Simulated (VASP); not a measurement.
A convergence study with VASP on Mg$_{3}$Sb$_{2}$ (a-la2o3): one setting is varied, all else stays as given below, so the limit is that of these other settings.

```
CELL_PARAMETERS angstrom
      2.28000    -3.94908     0.00000
      2.28000     3.94908     0.00000
      0.00000     0.00000     7.23000
ATOMIC_POSITIONS crystal
  Mg 0.00000 0.00000 0.00000
  Mg 0.33333 0.66667 0.63400
  Mg 0.66667 0.33333 0.36600
  Sb 0.33333 0.66667 0.22800
  Sb 0.66667 0.33333 0.77200
```

Calculation: PBE GGA, VASP's PBE PAW potentials (set 64) (plane waves; VASP). The tightest run used: 550 eV cut-off, 14×14×9 Γ-centred mesh, Gaussian smearing of 0.050 eV, potentials Mg Sb.

### Question
The settings run are 1×1×1 mesh; 2×2×1 mesh; 3×3×2 mesh; 4×4×3 mesh; 5×5×3 mesh; 6×6×4 mesh; 7×7×5 mesh; 8×8×5 mesh; 9×9×6 mesh; 10×10×7 mesh; 11×11×7 mesh; 12×12×8 mesh; 13×13×9 mesh; 14×14×9 mesh. From which on does the energy per atom stay within 0.001 eV/atom of the tightest run?

### Answer
From 8×8×5 mesh on: it is off by 0.0006 there and by no more than 0.001 in any finer run, while 7×7×5 mesh is off by 0.0012.
| setting | E (eV/atom) | pressure (GPa) | largest force (eV/Å) | irreducible k-points | difference judged (eV/atom) |
|---|---|---|---|---|---|
| 1×1×1 mesh | -0.2171 | 12.82 | 0.919 | 1 | 2.7098 |
| 2×2×1 mesh | -2.6621 | 1.87 | 0.134 | 2 | 0.2648 |
| 3×3×2 mesh | -2.8415 | 1.42 | 0.098 | 6 | 0.0854 |
| 4×4×3 mesh | -2.8979 | 1.22 | 0.128 | 9 | 0.0289 |
| 5×5×3 mesh | -2.9156 | 1.16 | 0.143 | 12 | 0.0113 |
| 6×6×4 mesh | -2.9241 | 1.15 | 0.154 | 24 | 0.0028 |
| 7×7×5 mesh | -2.9256 | 1.15 | 0.154 | 32 | 0.0012 |
| 8×8×5 mesh | -2.9263 | 1.15 | 0.154 | 40 | 0.0006 |
| 9×9×6 mesh | -2.9267 | 1.15 | 0.155 | 62 | 0.0002 |
| 10×10×7 mesh | -2.9268 | 1.15 | 0.155 | 80 | 0.0001 |
| 11×11×7 mesh | -2.9269 | 1.15 | 0.155 | 94 | 0.0000 |
| 12×12×8 mesh | -2.9269 | 1.15 | 0.155 | 131 | 0.0000 |
| 13×13×9 mesh | -2.9269 | 1.15 | 0.155 | 161 | 0.0000 |
| 14×14×9 mesh | -2.9269 | 1.15 | 0.155 | 184 | 0.0000 |

Left out are rungs that failed or repeat a setting and relaxations that didn't move; long series are thinned to 24 rows.

The compound is Mg3Sb2 in the a-la2o3 structure. The cell was not relaxed at this level, forces remain on its atoms.
